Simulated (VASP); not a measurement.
Here is the system:

```yaml
crystal:
  lattice:
    - [4.40864, 0.00000, 0.00000]
    - [0.00000, 4.40864, 0.00000]
    - [0.00000, 0.00000, 4.38148]
  atoms:
    - { symbol: Sc, position: [0.00000, 0.00000, 0.00000] }
    - { symbol: Sc, position: [0.50000, 0.50000, 0.00000] }
    - { symbol: N, position: [0.50000, 0.50000, 0.50000] }
    - { symbol: N, position: [0.00000, 0.00000, 0.50000] }
    - { symbol: N, position: [0.00000, 0.50000, 0.00000] }
    - { symbol: N, position: [0.50000, 0.00000, 0.00000] }
    - { symbol: Nb, position: [0.50000, 0.00000, 0.50000] }
    - { symbol: Nb, position: [0.00000, 0.50000, 0.50000] }
```

Method: PBEsol GGA, VASP's PBE PAW potentials (set 64) (plane waves; VASP). Numerical set-up: 520 eV cut-off, 8×8×8 Γ-centred mesh, tetrahedra with Blöchl corrections, potentials Sc_sv N Nb_sv.

The cores are frozen, which limits the accuracy of field gradients.

**Question.** Give the principal components of the electric field gradient (V/Å²) and the asymmetry η at each nucleus.

**Answer.** 
```csv
atom,Vxx,Vyy,Vzz,η
Sc1,0.1,0.1,-0.2,-
Sc2,0.1,0.1,-0.2,-
N3,3.5,3.5,-6.9,0.00
N4,3.5,3.5,-6.9,0.00
N5,-2.7,-2.7,5.3,0.00
N6,-2.7,-2.7,5.3,0.00
Nb7,15.4,15.4,-30.9,0.00
Nb8,15.4,15.4,-30.9,0.00
```

The structure was generated: Nb2Sc2N4 was put into an ordered model structure (P4/mmm), which need not be its known phase. It was relaxed first.
